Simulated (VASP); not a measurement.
Input:

```
CELL_PARAMETERS angstrom
      2.27374    -3.93823     0.00000
      2.27374     3.93823     0.00000
      0.00000     0.00000     7.39915
ATOMIC_POSITIONS crystal
  Mg 0.66667 0.33333 0.49983
  Mg 0.33333 0.66667 0.99983
  Te 0.66667 0.33333 0.87617
  Te 0.33333 0.66667 0.37617
```

Computed with PBE GGA with D4 dispersion, VASP's PBE PAW potentials (set 64) (plane waves; VASP 6.6.1). Settings: 520 eV cut-off, 6×6×3 Γ-centred mesh, Gaussian smearing of 0.050 eV, potentials Mg Te.

Unless said otherwise, spin-orbit coupling is left out, though it shifts the bands of the heavy elements here.

**Question.** Predict the energy per atom (σ→0), band gap (on the k-mesh) with the smallest direct gap where there is one.

**Answer.** 
| Item | Value |
|---|---|
| band gap (on the k-mesh) | 2.54 eV |
| smallest direct gap (on the k-mesh) | 2.54 eV |
| energy per atom (σ→0) | -3.461 eV/atom |

Only differences to runs with the same potentials and settings are physical.

The compound is MgTe in the wurtzite structure. It was relaxed first.
